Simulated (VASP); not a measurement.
## MgF2 (Sellaite): gap against volume and shear

Aim: follow the gap and pressure of MgF2 (Sellaite) through compression, expansion and shear. All runs use LDA. Left out of this account: 1 further run (fields: a reference on another mesh). The start is a cell from a database of measured crystal structures.

Method: LDA; plane waves and PAW (Mg, F), in VASP 6.6.1.

Most raw output is cut from this account.

**1. The structure**

It takes space group P4_2/mnm (No. 136, tetragonal). Conventional cell: a = 4.625 Å, b = 4.625 Å, c = 3.052 Å, α = 90.00°, β = 90.00°, γ = 90.00°. Mg has 6 F at 1.98 to 2.00 Å nearest. Nearest to F lie 3 Mg at 1.98 to 2.00 Å. Farther neighbours and most contacts between anions are not listed.

**2. Bands, cell as listed**

The mesh alone shows little of the dispersion and can miss band extrema, so KPOINTS_OPT adds a path through the symmetry points after the self-consistent cycle. LDA, the lowest rung, knows the local density alone.

INCAR

```
SYSTEM = MgF2
PREC = Accurate
ENCUT = 520
EDIFF = 1E-06
NELM = 100
ISMEAR = -1
SIGMA = 0.05
LREAL = .FALSE.
ALGO = Normal
GGA = CA
NBANDS = 32
LORBIT = 11
LWAVE = .FALSE.
LCHARG = .FALSE.
KPAR = 4
```

POSCAR

```
MgF2
1.0
    4.6250000000      0.0000000000      0.0000000000
    0.0000000000      4.6250000000      0.0000000000
    0.0000000000      0.0000000000      3.0520000000
Mg F
2 4
Direct
    0.0000000000      0.0000000000      0.0000000000
    0.5000000000      0.5000000000      0.5000000000
    0.3030000000      0.3030000000      0.0000000000
    0.1970000000      0.8030000000      0.5000000000
    0.6970000000      0.6970000000      0.0000000000
    0.8030000000      0.1970000000      0.5000000000
```

KPOINTS

```
Automatic mesh
0
Gamma
5 5 8
0 0 0
```

KPOINTS_OPT

```
Line mode
16
Line-mode
Reciprocal
  0.00000000   0.00000000   0.00000000 GAMMA
  0.00000000   0.50000000   0.00000000 X

  0.00000000   0.50000000   0.00000000 X
  0.50000000   0.50000000   0.00000000 M

  0.50000000   0.50000000   0.00000000 M
  0.00000000   0.00000000   0.00000000 GAMMA

  0.00000000   0.00000000   0.00000000 GAMMA
  0.00000000   0.00000000   0.50000000 Z

  0.00000000   0.00000000   0.50000000 Z
  0.00000000   0.50000000   0.50000000 R

  0.00000000   0.50000000   0.50000000 R
  0.50000000   0.50000000   0.50000000 A

  0.50000000   0.50000000   0.50000000 A
  0.00000000   0.00000000   0.50000000 Z

  0.00000000   0.50000000   0.00000000 X
  0.00000000   0.50000000   0.50000000 R

  0.50000000   0.50000000   0.00000000 M
  0.50000000   0.50000000   0.50000000 A
```

The projector-augmented-wave data sets are Mg and F (LDA family, release 64).

Started as:

```console
mpirun -np 4 vasp_std
```

Run time: 17 s. Hardware: 4 MPI ranks of AMD EPYC 9R45, shared host; peak memory 0.83 GiB; 67 s of CPU time.

At this level the cell is under a tension of 6.2 GPa, so at these settings it is away from equilibrium.

Numbers from this step:

- SCF cycles: 12
- electrons: 32
- bands: 32
- irreducible k-points: 30
- symmetry operations: 16
- free energy (TOTEN): -35.02 eV
- Fermi energy: -0.5322 eV
- pressure: -6.236 GPa
- metallic: no
- least gap on mesh and path: 6.753 eV
- least direct gap on mesh and path: 6.753 eV
- valence top at k: 0, 0, 0
- conduction bottom at k: 0, 0, 0
- least direct gap at k: 0, 0, 0

Electronic bands along the path, in eV, zero at the valence-band top; v1 is the highest filled band, c1 the lowest empty one:

```csv
point,v4,v3,v2,v1,c1,c2,c3,c4
Γ,-0.74,-0.33,-0.33,0.00,6.75,11.82,11.82,13.26
0.47 of the way,-0.81,-0.80,-0.37,-0.13,7.42,10.98,12.16,13.41
X,-1.00,-1.00,-0.39,-0.39,9.16,9.16,13.06,13.06
0.47 of the way,-1.08,-1.08,-0.51,-0.51,9.59,9.59,12.39,12.39
M,-0.98,-0.98,-0.80,-0.80,10.86,10.86,10.92,10.92
0.47 of the way,-1.12,-0.92,-0.53,-0.32,8.31,11.22,11.28,13.19
Γ,-0.74,-0.33,-0.33,0.00,6.75,11.82,11.82,13.26
0.47 of the way,-1.60,-0.51,-0.51,-0.27,8.22,12.93,12.93,13.62
Z,-1.19,-1.19,-0.88,-0.88,11.47,11.47,14.51,14.51
0.53 of the way,-0.95,-0.95,-0.78,-0.78,11.79,11.79,13.97,13.97
R,-0.76,-0.76,-0.68,-0.68,12.35,12.35,13.07,13.07
0.47 of the way,-0.74,-0.74,-0.59,-0.59,12.47,12.47,13.08,13.08
A,-0.62,-0.62,-0.49,-0.49,12.89,12.89,12.90,12.90
0.53 of the way,-0.93,-0.81,-0.74,-0.74,11.87,11.97,13.90,14.22
Z,-1.19,-1.19,-0.88,-0.88,11.47,11.47,14.51,14.51
jump to X,-1.00,-1.00,-0.39,-0.39,9.16,9.16,13.06,13.06
0.53 of the way,-0.94,-0.94,-0.50,-0.50,10.46,10.46,14.22,14.22
R,-0.76,-0.76,-0.68,-0.68,12.35,12.35,13.07,13.07
jump to M,-0.98,-0.98,-0.80,-0.80,10.86,10.86,10.92,10.92
0.47 of the way,-0.72,-0.72,-0.66,-0.66,11.62,11.62,11.72,11.72
A,-0.62,-0.62,-0.49,-0.49,12.89,12.89,12.90,12.90
```

Of the projections kept (Mg, F), the largest for each band there; the rest of the weight can lie on other orbitals:

```csv
point,v4,v3,v2,v1,c1,c2,c3,c4
Γ,F 0.98,F 1.00,F 1.00,F 1.00,Mg 0.50,Mg 0.61,Mg 0.61,Mg 0.92
X,F 0.98,F 0.98,F 1.00,F 1.00,F 0.62,F 0.62,Mg 0.65,Mg 0.65
M,F 0.98,F 0.98,F 0.99,F 0.99,Mg 0.50,Mg 0.50,F 0.78,F 0.78
Γ,F 0.98,F 1.00,F 1.00,F 1.00,Mg 0.50,Mg 0.61,Mg 0.61,Mg 0.92
Z,F 1.00,F 1.00,F 0.99,F 0.99,F 0.69,F 0.69,F 0.67,F 0.67
R,F 0.98,F 0.98,F 1.00,F 1.00,F 0.66,F 0.66,F 0.61,F 0.61
```

The gap is 6.75 eV, direct at Γ.

**3. Bands, volume times 1.04**

The cell is expanded evenly, with fractional positions held.

INCAR is that of step 2.

Edit POSCAR of step 2 so:

```diff
@@ -2,5 +2,5 @@
 1.0
-    4.6250000000      0.0000000000      0.0000000000
-    0.0000000000      4.6250000000      0.0000000000
-    0.0000000000      0.0000000000      3.0520000000
+    4.6858622427      0.0000000000      0.0000000000
+    0.0000000000      4.6858622427      0.0000000000
+    0.0000000000      0.0000000000      3.0921625005
 Mg F
```

KPOINTS is that of step 2.

KPOINTS_OPT is that of step 2.

Started as:

```console
mpirun -np 4 vasp_std
```

Run time: 18 s. Hardware: 4 MPI ranks; peak memory 0.79 GiB.

Numbers from this step:

```yaml
free_energy_toten: -34.89 eV
fermi_energy: -0.7769 eV
pressure: -9.574 GPa
least_gap_on_mesh_and_path: 6.485 eV
least_direct_gap_on_mesh_and_path: 6.485 eV
```

The electronic bands at the labelled points (eV, zero at the valence-band top; v1 is the highest filled band, c1 the lowest empty one):

```csv
point,v4,v3,v2,v1,c1,c2,c3,c4
Γ,-0.73,-0.32,-0.32,0.00,6.49,11.56,11.56,13.00
0.53 of the way,-0.88,-0.81,-0.37,-0.16,7.31,10.48,11.99,13.15
X,-0.97,-0.97,-0.37,-0.37,8.85,8.85,12.78,12.78
0.47 of the way,-1.05,-1.05,-0.49,-0.49,9.28,9.28,12.07,12.07
M,-0.95,-0.95,-0.75,-0.75,10.46,10.46,10.65,10.65
0.47 of the way,-1.07,-0.90,-0.50,-0.30,8.01,10.86,11.01,12.88
Γ,-0.73,-0.32,-0.32,0.00,6.49,11.56,11.56,13.00
0.47 of the way,-1.56,-0.49,-0.49,-0.26,7.92,12.64,12.64,13.32
Z,-1.12,-1.12,-0.83,-0.83,11.14,11.14,14.24,14.24
0.47 of the way,-0.94,-0.94,-0.76,-0.76,11.38,11.38,13.78,13.78
R,-0.72,-0.72,-0.64,-0.64,12.05,12.05,12.67,12.67
0.47 of the way,-0.70,-0.70,-0.57,-0.57,12.17,12.17,12.70,12.70
A,-0.59,-0.59,-0.48,-0.48,12.46,12.46,12.68,12.68
0.47 of the way,-0.82,-0.73,-0.67,-0.65,11.70,11.73,13.46,13.48
Z,-1.12,-1.12,-0.83,-0.83,11.14,11.14,14.24,14.24
jump to X,-0.97,-0.97,-0.37,-0.37,8.85,8.85,12.78,12.78
0.47 of the way,-0.92,-0.92,-0.45,-0.45,9.86,9.86,13.72,13.72
R,-0.72,-0.72,-0.64,-0.64,12.05,12.05,12.67,12.67
jump to M,-0.95,-0.95,-0.75,-0.75,10.46,10.46,10.65,10.65
0.47 of the way,-0.68,-0.68,-0.64,-0.64,11.28,11.28,11.36,11.36
A,-0.59,-0.59,-0.48,-0.48,12.46,12.46,12.68,12.68
```

Of the projections kept (Mg, F), the largest for each band there; the rest of the weight can lie on other orbitals:

```csv
point,v4,v3,v2,v1,c1,c2,c3,c4
Γ,F 0.98,F 1.00,F 1.00,F 1.00,Mg 0.51,Mg 0.61,Mg 0.61,Mg 0.88
X,F 0.98,F 0.98,F 1.00,F 1.00,F 0.61,F 0.61,Mg 0.65,Mg 0.65
M,F 0.98,F 0.98,F 0.99,F 0.99,Mg 0.50,Mg 0.50,F 0.77,F 0.77
Γ,F 0.98,F 1.00,F 1.00,F 1.00,Mg 0.51,Mg 0.61,Mg 0.61,Mg 0.88
Z,F 1.00,F 1.00,F 0.99,F 0.99,F 0.68,F 0.68,F 0.67,F 0.67
R,F 0.99,F 0.99,F 1.00,F 1.00,F 0.65,F 0.65,F 0.59,F 0.59
```

Force by atom:

```csv
atom,x (eV/Å),y (eV/Å),z (eV/Å),size
Mg1,0.0000,0.0000,0.0000,0.0000
Mg2,0.0000,0.0000,0.0000,0.0000
F3,0.0688,0.0688,0.0000,0.0974
F4,-0.0688,0.0688,0.0000,0.0974
F5,-0.0688,-0.0688,0.0000,0.0974
F6,0.0688,-0.0688,0.0000,0.0974
```

The gap is 6.49 eV, direct at Γ. That is -0.27 eV from the cell as listed. The pressure is -9.57 GPa.

**4. Bands, volume times 1.08**

INCAR is that of step 3.

Edit POSCAR of step 3 so:

```diff
@@ -2,5 +2,5 @@
 1.0
-    4.6858622427      0.0000000000      0.0000000000
-    0.0000000000      4.6858622427      0.0000000000
-    0.0000000000      0.0000000000      3.0921625005
+    4.7451832520      0.0000000000      0.0000000000
+    0.0000000000      4.7451832520      0.0000000000
+    0.0000000000      0.0000000000      3.1313079536
 Mg F
```

KPOINTS is that of step 3.

KPOINTS_OPT is that of step 3.

Started as:

```console
mpirun -np 4 vasp_std
```

It took 18 s on 4 MPI ranks; peak memory 0.79 GiB.

This step gave:

```
free energy (TOTEN)               : -34.72 eV
Fermi energy                      : -1.003 eV
pressure                          : -12.23 GPa
least gap on mesh and path        : 6.236 eV
least direct gap on mesh and path : 6.236 eV
```

Electronic bands along the path, in eV, zero at the valence-band top; v1 is the highest filled band, c1 the lowest empty one:

```csv
point,v4,v3,v2,v1,c1,c2,c3,c4
Γ,-0.72,-0.32,-0.32,0.00,6.24,11.31,11.31,12.71
0.47 of the way,-0.78,-0.74,-0.35,-0.12,6.87,10.40,11.64,12.88
X,-0.94,-0.94,-0.35,-0.35,8.56,8.56,12.51,12.51
0.47 of the way,-1.02,-1.02,-0.47,-0.47,8.98,8.98,11.76,11.76
M,-0.92,-0.92,-0.70,-0.70,10.07,10.07,10.40,10.40
0.47 of the way,-1.02,-0.87,-0.48,-0.29,7.73,10.52,10.75,12.59
Γ,-0.72,-0.32,-0.32,0.00,6.24,11.31,11.31,12.71
0.47 of the way,-1.51,-0.47,-0.47,-0.24,7.65,12.37,12.37,13.02
Z,-1.05,-1.05,-0.79,-0.79,10.82,10.82,13.98,13.98
0.53 of the way,-0.85,-0.85,-0.70,-0.70,11.15,11.15,13.28,13.28
R,-0.69,-0.69,-0.61,-0.61,11.77,11.77,12.28,12.28
0.47 of the way,-0.66,-0.66,-0.54,-0.54,11.87,11.87,12.34,12.34
A,-0.55,-0.55,-0.46,-0.46,12.05,12.05,12.47,12.47
0.53 of the way,-0.82,-0.73,-0.67,-0.65,11.26,11.29,13.25,13.45
Z,-1.05,-1.05,-0.79,-0.79,10.82,10.82,13.98,13.98
jump to X,-0.94,-0.94,-0.35,-0.35,8.56,8.56,12.51,12.51
0.53 of the way,-0.87,-0.87,-0.45,-0.45,9.82,9.82,13.60,13.60
R,-0.69,-0.69,-0.61,-0.61,11.77,11.77,12.28,12.28
jump to M,-0.92,-0.92,-0.70,-0.70,10.07,10.07,10.40,10.40
0.53 of the way,-0.62,-0.62,-0.58,-0.58,11.06,11.06,11.29,11.29
A,-0.55,-0.55,-0.46,-0.46,12.05,12.05,12.47,12.47
```

Of the projections kept (Mg, F), the largest for each band there; the rest of the weight can lie on other orbitals:

```csv
point,v4,v3,v2,v1,c1,c2,c3,c4
Γ,F 0.98,F 1.00,F 1.00,F 1.00,Mg 0.53,Mg 0.61,Mg 0.61,Mg 0.82
X,F 0.98,F 0.98,F 1.00,F 1.00,F 0.60,F 0.60,Mg 0.66,Mg 0.66
M,F 0.98,F 0.98,F 1.00,F 1.00,Mg 0.50,Mg 0.50,F 0.77,F 0.77
Γ,F 0.98,F 1.00,F 1.00,F 1.00,Mg 0.53,Mg 0.61,Mg 0.61,Mg 0.82
Z,F 1.00,F 1.00,F 0.99,F 0.99,F 0.66,F 0.66,F 0.67,F 0.67
R,F 0.99,F 0.99,F 1.00,F 1.00,F 0.64,F 0.64,F 0.57,F 0.57
```

Force by atom:

```csv
atom,x (eV/Å),y (eV/Å),z (eV/Å),size
Mg1,0.000,0.000,0.000,0.000
Mg2,0.000,0.000,0.000,0.000
F3,0.102,0.102,0.000,0.145
F4,-0.102,0.102,0.000,0.145
F5,-0.102,-0.102,0.000,0.145
F6,0.102,-0.102,0.000,0.145
```

The gap is 6.24 eV, direct at Γ. That is -0.52 eV from the cell as listed. The pressure is -12.23 GPa.

**5. Bands, sheared, principal strains -1.3, -0.2, +1.5 %**

The cell is sheared at fixed volume, which lowers its symmetry.

INCAR is that of step 4.

Edit POSCAR of step 4 so:

```diff
@@ -2,5 +2,5 @@
 1.0
-    4.7451832520      0.0000000000      0.0000000000
-    0.0000000000      4.7451832520      0.0000000000
-    0.0000000000      0.0000000000      3.1313079536
+    4.6241550000     -0.0012640000      0.0455820000
+   -0.0012640000      4.6089350000     -0.0433120000
+    0.0300790000     -0.0285810000      3.0637630000
 Mg F
```

KPOINTS is that of step 4.

KPOINTS_OPT

```
Line mode
16
Line-mode
Reciprocal
  0.00000000  -0.50000000   0.00000000 X
  0.00000000   0.00000000   0.00000000 GAMMA

  0.00000000   0.00000000   0.00000000 GAMMA
  0.50000000   0.00000000   0.00000000 Y

  0.50000000  -0.50000000   0.00000000 L
  0.00000000   0.00000000   0.00000000 GAMMA

  0.00000000   0.00000000   0.00000000 GAMMA
  0.00000000   0.00000000   0.50000000 Z

  0.00000000  -0.50000000   0.50000000 N
  0.00000000   0.00000000   0.00000000 GAMMA

  0.00000000   0.00000000   0.00000000 GAMMA
  0.50000000   0.00000000   0.50000000 M

  0.50000000  -0.50000000   0.50000000 R
  0.00000000   0.00000000   0.00000000 GAMMA
```

Started as:

```console
mpirun -np 4 vasp_std
```

The job ended after 25 s (4 MPI ranks; peak memory 1.4 GiB; 98 s of CPU time).

The path and its labels are those of the sheared lattice, so a letter need not mean the same point as in the unstrained cell.

This step gave:

* irreducible k-points: 101
* symmetry operations: 2
* free energy (TOTEN): -35.01 eV
* Fermi energy: -0.552 eV
* pressure: -6.236 GPa
* least gap on mesh and path: 6.738 eV
* least direct gap on mesh and path: 6.739 eV

Electronic bands along the path, in eV, zero at the valence-band top; v1 is the highest filled band, c1 the lowest empty one:

```csv
point,v4,v3,v2,v1,c1,c2,c3,c4
X,-1.02,-1.01,-0.39,-0.39,9.15,9.15,13.03,13.03
0.47 of the way,-0.91,-0.84,-0.38,-0.17,7.59,10.77,12.24,13.37
Γ,-0.76,-0.33,-0.32,0.00,6.74,11.80,11.80,13.20
0.53 of the way,-0.92,-0.83,-0.37,-0.17,7.58,10.76,12.23,13.38
Y,-1.01,-1.01,-0.38,-0.38,9.14,9.14,13.03,13.03
jump to L,-0.98,-0.98,-0.79,-0.79,10.85,10.86,10.90,10.91
0.53 of the way,-1.06,-0.88,-0.47,-0.25,7.98,11.29,11.35,13.32
Γ,-0.76,-0.33,-0.32,0.00,6.74,11.80,11.80,13.20
0.47 of the way,-1.60,-0.51,-0.50,-0.28,8.20,12.89,12.90,13.56
Z,-1.20,-1.20,-0.88,-0.88,11.43,11.44,14.41,14.45
jump to N,-0.79,-0.72,-0.71,-0.63,12.33,12.35,12.96,13.11
0.47 of the way,-1.38,-0.61,-0.58,-0.34,9.14,12.06,13.55,13.88
Γ,-0.76,-0.33,-0.32,0.00,6.74,11.80,11.80,13.20
0.47 of the way,-1.42,-0.56,-0.54,-0.28,8.67,12.01,13.20,13.85
M,-0.80,-0.73,-0.71,-0.64,12.32,12.35,12.94,13.09
jump to R,-0.64,-0.62,-0.49,-0.47,12.87,12.87,12.90,12.92
0.47 of the way,-1.19,-0.62,-0.59,-0.33,9.64,12.34,12.49,14.26
Γ,-0.76,-0.33,-0.32,0.00,6.74,11.80,11.80,13.20
```

Of the projections kept (Mg, F), the largest for each band there; the rest of the weight can lie on other orbitals:

```csv
point,v4,v3,v2,v1,c1,c2,c3,c4
X,F 0.98,F 0.98,F 1.00,F 1.00,F 0.62,F 0.62,Mg 0.66,Mg 0.65
Γ,F 0.98,F 1.00,F 1.00,F 1.00,Mg 0.50,Mg 0.61,Mg 0.61,Mg 0.93
Y,F 0.98,F 0.98,F 1.00,F 1.00,F 0.62,F 0.62,Mg 0.66,Mg 0.66
L,F 0.98,F 0.98,F 0.99,F 0.99,Mg 0.50,Mg 0.50,F 0.78,F 0.78
Γ,F 0.98,F 1.00,F 1.00,F 1.00,Mg 0.50,Mg 0.61,Mg 0.61,Mg 0.93
Z,F 1.00,F 1.00,F 0.99,F 0.99,F 0.69,F 0.69,F 0.67,F 0.65
```

Force by atom:

```csv
atom,x (eV/Å),y (eV/Å),z (eV/Å),size
Mg1,0.0000,0.0000,0.0000,0.0000
Mg2,0.0000,0.0000,0.0000,0.0000
F3,0.0383,0.0362,0.0020,0.0527
F4,-0.0292,0.0272,-0.0839,0.0929
F5,-0.0383,-0.0362,-0.0020,0.0527
F6,0.0292,-0.0272,0.0839,0.0929
```

The gap is 6.74 eV, direct at Γ. That is -0.01 eV from the cell as listed. The pressure is -6.24 GPa, and the symmetry operations fall from 16 to 2.

**6. Bands, volume times 0.96**

The cell is compressed evenly, with fractional positions held.

INCAR is that of step 5.

Edit POSCAR of step 5 so:

```diff
@@ -2,5 +2,5 @@
 1.0
-    4.6241550000     -0.0012640000      0.0455820000
-   -0.0012640000      4.6089350000     -0.0433120000
-    0.0300790000     -0.0285810000      3.0637630000
+    4.5624923375      0.0000000000      0.0000000000
+    0.0000000000      4.5624923375      0.0000000000
+    0.0000000000      0.0000000000      3.0107517003
 Mg F
```

KPOINTS is that of step 5.

KPOINTS_OPT

```
Line mode
16
Line-mode
Reciprocal
  0.00000000   0.00000000   0.00000000 GAMMA
  0.00000000   0.50000000   0.00000000 X

  0.00000000   0.50000000   0.00000000 X
  0.50000000   0.50000000   0.00000000 M

  0.50000000   0.50000000   0.00000000 M
  0.00000000   0.00000000   0.00000000 GAMMA

  0.00000000   0.00000000   0.00000000 GAMMA
  0.00000000   0.00000000   0.50000000 Z

  0.00000000   0.00000000   0.50000000 Z
  0.00000000   0.50000000   0.50000000 R

  0.00000000   0.50000000   0.50000000 R
  0.50000000   0.50000000   0.50000000 A

  0.50000000   0.50000000   0.50000000 A
  0.00000000   0.00000000   0.50000000 Z

  0.00000000   0.50000000   0.00000000 X
  0.00000000   0.50000000   0.50000000 R

  0.50000000   0.50000000   0.00000000 M
  0.50000000   0.50000000   0.50000000 A
```

Started as:

```console
mpirun -np 4 vasp_std
```

Run time: 17 s. Hardware: 4 MPI ranks; peak memory 0.77 GiB; 65 s of CPU time.

Numbers from this step:

```
irreducible k-points              : 30
symmetry operations               : 16
free energy (TOTEN)               : -35.08 eV
Fermi energy                      : -0.2616 eV
pressure                          : -2.044 GPa
least gap on mesh and path        : 7.042 eV
least direct gap on mesh and path : 7.042 eV
```

Electronic bands along the path, in eV, zero at the valence-band top; v1 is the highest filled band, c1 the lowest empty one:

```csv
point,v4,v3,v2,v1,c1,c2,c3,c4
Γ,-0.75,-0.33,-0.33,0.00,7.04,12.10,12.10,13.50
0.47 of the way,-0.83,-0.83,-0.38,-0.14,7.72,11.30,12.44,13.67
X,-1.03,-1.03,-0.41,-0.41,9.49,9.49,13.35,13.35
0.47 of the way,-1.12,-1.12,-0.54,-0.54,9.93,9.93,12.73,12.73
M,-1.01,-1.01,-0.85,-0.85,11.20,11.20,11.30,11.30
0.53 of the way,-1.11,-0.90,-0.50,-0.26,8.31,11.66,11.67,13.65
Γ,-0.75,-0.33,-0.33,0.00,7.04,12.10,12.10,13.50
0.47 of the way,-1.65,-0.53,-0.53,-0.29,8.53,13.23,13.23,13.91
Z,-1.28,-1.28,-0.93,-0.93,11.82,11.82,14.80,14.80
0.47 of the way,-1.06,-1.06,-0.85,-0.85,12.06,12.06,14.45,14.45
R,-0.79,-0.79,-0.72,-0.72,12.67,12.67,13.47,13.47
0.47 of the way,-0.78,-0.78,-0.62,-0.62,12.77,12.77,13.49,13.49
A,-0.66,-0.66,-0.51,-0.51,13.11,13.11,13.37,13.37
0.47 of the way,-0.93,-0.81,-0.74,-0.73,12.28,12.49,13.92,14.51
Z,-1.28,-1.28,-0.93,-0.93,11.82,11.82,14.80,14.80
jump to X,-1.03,-1.03,-0.41,-0.41,9.49,9.49,13.35,13.35
0.53 of the way,-0.97,-0.97,-0.53,-0.53,10.80,10.80,14.54,14.54
R,-0.79,-0.79,-0.72,-0.72,12.67,12.67,13.47,13.47
jump to M,-1.01,-1.01,-0.85,-0.85,11.20,11.20,11.30,11.30
0.47 of the way,-0.77,-0.77,-0.69,-0.69,11.91,11.91,12.18,12.18
A,-0.66,-0.66,-0.51,-0.51,13.11,13.11,13.37,13.37
```

Of the projections kept (Mg, F), the largest for each band there; the rest of the weight can lie on other orbitals:

```csv
point,v4,v3,v2,v1,c1,c2,c3,c4
Γ,F 0.98,F 1.00,F 1.00,F 1.00,F 0.52,Mg 0.61,Mg 0.61,Mg 0.96
X,F 0.98,F 0.98,F 1.00,F 1.00,F 0.63,F 0.63,Mg 0.65,Mg 0.65
M,F 0.98,F 0.98,F 0.99,F 0.99,F 0.78,F 0.78,Mg 0.50,Mg 0.50
Γ,F 0.98,F 1.00,F 1.00,F 1.00,F 0.52,Mg 0.61,Mg 0.61,Mg 0.96
Z,F 1.00,F 1.00,F 0.99,F 0.99,F 0.70,F 0.70,F 0.67,F 0.67
R,F 0.98,F 0.98,F 1.00,F 1.00,F 0.67,F 0.67,F 0.63,F 0.63
```

The gap is 7.04 eV, direct at Γ. That is +0.29 eV from the cell as listed. The pressure is -2.04 GPa.

[end of part 1 of 2]

[Lines on the potential files, build, host, timing and source positions are cut from VASP's logs without a mark.]

[Logs are printed without paths, hosts, clocks, repeated set-up lines and the standing remarks that a program may print on its own settings, such as how far it seeks lower states.]

[Hosts, paths, dates, database ids (printed as entryN), source tags and the programs' standing remarks are cut or masked in the printed files.]

[A measured line is paired with the nearest computed mode of its activity, which favours agreement.]
